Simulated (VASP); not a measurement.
Write the native input for VASP 6.6.1 that does the following.

```yaml
Task: single point
Functional: PBE
Potentials_or_basis: VASP PAW PBE potentials, release 64 (Bi_d, Se)
Cutoff: 520 eV
k_mesh: 6 × 6 × 6
Occupations: gaussian, width 0.01 eV
Spin: no spin polarisation
Dipole_correction: no
Further_INCAR_settings: ALGO = Fast; EDIFF = 1e-06; NBANDS = 32
```

The structure of Bi2Se3 (Paraguanajuatite) lies in POSCAR:

```
Bi2Se3
1.0
    2.0711634285      1.1957867630      9.7534112660
   -2.0711634285      1.1957867630      9.7534112660
    0.0000000000     -2.3915735260      9.7534112660
Bi Se
2 3
Direct
    0.3993469745      0.3993469745      0.3993469745
    0.6006530255      0.6006530255      0.6006530255
    0.0000000000      0.0000000000      0.0000000000
    0.2141084314      0.2141084314      0.2141084314
    0.7858915686      0.7858915686      0.7858915686
```

One way to write it, as run:

INCAR

```
ALGO = Fast
EDIFF = 1E-6
ENCUT = 520
GGA = PE
ISIF = 2
ISMEAR = 0
LASPH = T
LCHARG = T
LELF = T
LREAL = F
LVHAR = T
LWAVE = F
NBANDS = 32
NELM = 100
PREC = Accurate
SIGMA = 0.01
```

KPOINTS

```
k-points
0
Gamma
  6 6 6
```

Potentials or basis: VASP PAW PBE potentials, release 64 (Bi_d, Se).

Run with:

```sh
$ cat potpaw_PBE.64/Bi_d/POTCAR potpaw_PBE.64/Se/POTCAR > POTCAR
$ mpirun -np 1 vasp_std > vasp.out
```

It gave:

The pressure is 2.1 GPa. The largest force is 0.196 eV/Å and the band gap on the k mesh is 0.35 eV, direct.

Caveat: spin-orbit coupling is left out, which as a rule narrows the gap of such compounds by several tenths of an eV.

It took 9.1 min on 1 thread of Intel(R) Xeon(R) 6975P-C (Granite Rapids), with other jobs on the host, peak memory 1 GiB.
